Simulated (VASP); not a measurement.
Input:

```xyz
1
Lattice="0.0000 3.0400 3.0400 3.0400 0.0000 3.0400 3.0400 3.0400 0.0000" Properties=species:S:1:pos:R:3 pbc="T T T"
Sr     0.0000     0.0000     0.0000
```

These are optB86b-vdW, VASP's PBE PAW potentials (set 64) (plane waves; VASP 6.6.1) values and carry that method's errors. Numerical set-up: 520 eV cut-off, 9×9×9 Γ-centred mesh, first-order Methfessel-Paxton smearing of 0.10 eV, potentials Sr_sv.

Energy and stress use the plane-wave basis of the starting cell.

Task: The ions, cell shape and volume are relaxed. Give the cell that the relaxation ends in.

Result: 
```xyz
1
Lattice="0.0000 2.9619 2.9619 2.9619 0.0000 2.9619 2.9619 2.9619 0.0000" Properties=species:S:1:pos:R:3 pbc="T T T"
Sr     2.9619     0.0000     2.9619
```
Space group Fm-3m (225), at a tolerance of 0.03 Å.

Task: How do energy and volume change from the first to the last step?

Result: The energy (σ→0) changes by -12.2 meV/atom and the volume by -7.5 %, in 3 ionic steps.

| step | E(σ→0) (eV) | max force (eV/Å) | pressure (GPa) | volume (Å³) |
|---|---|---|---|---|
| 1 | 0.6183 | 0.000 | -0.88 | 56.19 |
| 2 | 0.6083 | 0.000 | -0.39 | 53.73 |
| 3 | 0.6061 | 0.000 | 0.02 | 51.97 |

The compound is Sr in the fcc structure. This run relaxes it. Symmetry was kept, so distortions that lower it aren't found.
